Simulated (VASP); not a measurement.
Output of a VASP run:

**OSZICAR**
```
...
DAV:   8    -0.688239941896E+02   -0.68155E-04   -0.28768E-05   480   0.748E-02    0.376E-03
DAV:   9    -0.688241055284E+02   -0.11134E-03   -0.84857E-05   570   0.111E-01    0.567E-04
DAV:  10    -0.688241882206E+02   -0.82692E-04   -0.17809E-05   474   0.484E-02    0.741E-04
DAV:  11    -0.688242500548E+02   -0.61834E-04   -0.25597E-05   458   0.636E-02    0.871E-04
DAV:  12    -0.688242693524E+02   -0.19298E-04   -0.10043E-05   551   0.398E-02    0.641E-04
DAV:  13    -0.688242881951E+02   -0.18843E-04   -0.92629E-06   418   0.389E-02    0.693E-04
DAV:  14    -0.688242878832E+02    0.31182E-06   -0.14679E-06   558   0.161E-02
   3 F= -.68824288E+02 E0= -.68824288E+02  d E =-.156102E-01
       N       E                     dE             d eps       ncg     rms          rms(c)
DAV:   1    -0.688242889180E+02   -0.72295E-06   -0.10053E-03   654   0.191E-01    0.239E-02
DAV:   2    -0.688242710837E+02    0.17834E-04   -0.58636E-05   654   0.691E-02    0.966E-03
DAV:   3    -0.688242848266E+02   -0.13743E-04   -0.18504E-05   440   0.464E-02    0.496E-03
DAV:   4    -0.688242757626E+02    0.90641E-05   -0.11171E-05   439   0.393E-02
   4 F= -.68824276E+02 E0= -.68824276E+02  d E =-.155980E-01
       N       E                     dE             d eps       ncg     rms          rms(c)
DAV:   1    -0.688267348748E+02   -0.24500E-02   -0.12104E-01   731   0.247E+00    0.352E-01
DAV:   2    -0.688250003598E+02    0.17345E-02   -0.50605E-03   738   0.650E-01    0.124E-01
DAV:   3    -0.688245899373E+02    0.41042E-03   -0.15355E-03   577   0.349E-01    0.794E-02
DAV:   4    -0.688248112365E+02   -0.22130E-03   -0.96665E-04   584   0.260E-01    0.373E-02
DAV:   5    -0.688248090207E+02    0.22158E-05   -0.24011E-04   661   0.163E-01    0.141E-02
DAV:   6    -0.688247124843E+02    0.96536E-04   -0.14646E-04   584   0.143E-01    0.113E-02
DAV:   7    -0.688248990669E+02   -0.18658E-03   -0.12178E-04   570   0.131E-01    0.480E-03
DAV:   8    -0.688249794701E+02   -0.80403E-04   -0.48697E-05   647   0.905E-02    0.412E-03
DAV:   9    -0.688249943682E+02   -0.14898E-04   -0.42223E-05   570   0.839E-02    0.343E-03
DAV:  10    -0.688250150488E+02   -0.20681E-04   -0.22207E-05   552   0.590E-02    0.147E-03
DAV:  11    -0.688250428428E+02   -0.27794E-04   -0.60426E-06   565   0.311E-02    0.116E-03
DAV:  12    -0.688250491089E+02   -0.62661E-05   -0.12509E-05   608   0.467E-02
   5 F= -.68825049E+02 E0= -.68825049E+02  d E =-.773346E-03
       N       E                     dE             d eps       ncg     rms          rms(c)
DAV:   1    -0.688269895874E+02   -0.19467E-02   -0.12156E-01   745   0.247E+00    0.353E-01
DAV:   2    -0.688252153020E+02    0.17743E-02   -0.50752E-03   717   0.651E-01    0.124E-01
DAV:   3    -0.688249590903E+02    0.25621E-03   -0.15031E-03   570   0.347E-01    0.799E-02
DAV:   4    -0.688250788436E+02   -0.11975E-03   -0.96732E-04   570   0.258E-01    0.374E-02
DAV:   5    -0.688250502700E+02    0.28574E-04   -0.25073E-04   675   0.162E-01    0.144E-02
DAV:   6    -0.688249103590E+02    0.13991E-03   -0.14978E-04   584   0.138E-01    0.114E-02
DAV:   7    -0.688251276651E+02   -0.21731E-03   -0.12113E-04   570   0.133E-01    0.451E-03
DAV:   8    -0.688252357327E+02   -0.10807E-03   -0.59808E-05   633   0.104E-01    0.360E-03
DAV:   9    -0.688252597673E+02   -0.24035E-04   -0.29325E-05   546   0.726E-02    0.365E-03
DAV:  10    -0.688252538108E+02    0.59565E-05   -0.22620E-05   559   0.557E-02
   6 F= -.68825254E+02 E0= -.68825254E+02  d E =-.978048E-03
```

OUTCAR:
```
------------------------ aborting loop because EDIFF is reached ----------------------------------------
  FORCE on cell =-STRESS in cart. coord.  units (eV):
  Direction    XX          YY          ZZ          XY          YZ          ZX
  --------------------------------------------------------------------------------------
  Total       -0.0078308     -0.0078308      0.0017885      0.0000000      0.0000000     -0.0000000
  in kB       -0.0574171     -0.0574171      0.0131140      0.0000000      0.0000000     -0.0000000
  external PRESSURE =      -0.0339067 kB  Pullay stress =       0.0000000 kB
  volume of cell :      218.51
      direct lattice vectors                 reciprocal lattice vectors
     3.538643323  0.000000000 -0.000000000     0.282594178  0.163155821  0.000000000
    -1.769321661  3.064555077  0.000000000    -0.000000000  0.326311642 -0.000000000
    -0.000000000  0.000000000 20.149746089     0.000000000 -0.000000000  0.049628417
 POSITION                                       TOTAL-FORCE (eV/Angst)
 -----------------------------------------------------------------------------------
      1.76932      1.02152      8.83680         0.000000     -0.000000     -0.008100
     -0.00000      2.04304     11.31294        -0.000000      0.000000      0.008100
     -0.00000      0.00000     10.07487         0.000000     -0.000000      0.000000
 -----------------------------------------------------------------------------------
    total drift:                                0.000000      0.000000      0.000000
  FREE ENERGIE OF THE ION-ELECTRON SYSTEM (eV)
  ---------------------------------------------------
  free  energy   TOTEN  =       -68.8252538108 eV

  energy  without entropy=      -68.8252538108  energy(sigma->0) =      -68.82525381

 reached required accuracy - stopping structural energy minimisation
```
(Selected blocks of OUTCAR.)

File POSCAR:
```
PtS2 monolayer
1
    3.5505544521     0.0000000000     0.0000000000
   -1.7752772261     3.0748704240     0.0000000000
    0.0000000000     0.0000000000    20.0147791564
S Pt
2 1
Direct
  0.6666670000   0.3333330000   0.4367190000
  0.3333330000   0.6666670000   0.5632810000
  0.0000000000   0.0000000000   0.5000000000
```

Question: Write an INCAR and KPOINTS that could have produced this output.

Answer: One answer among several that fit: the input of the run itself, r2SCAN meta-GGA, plane waves, VASP's PBE PAW potentials (set 64).

### INCAR
```
SYSTEM = PtS2 monolayer
PREC = Normal; ENCUT = 400; LREAL = F
LASPH = T
EDIFF = 1E-5; NELM = 100; NELMIN = 4
ALGO = Normal; LMAXMIX = 6; LMIXTAU = T
ISMEAR = 0; SIGMA = 0.05
METAGGA = R2SCAN
IBRION = 2; NSW = 50; ISIF = 4
EDIFFG = -0.03
LWAVE = T; LCHARG = F
```

**KPOINTS**
```
Automatic
0
gamma
12 12 1
```

POTCAR, in this order: S Pt (PBE.64 set). Program: vasp_std.

The cell is a sheet with vacuum, built from PtS2 (1T layered).
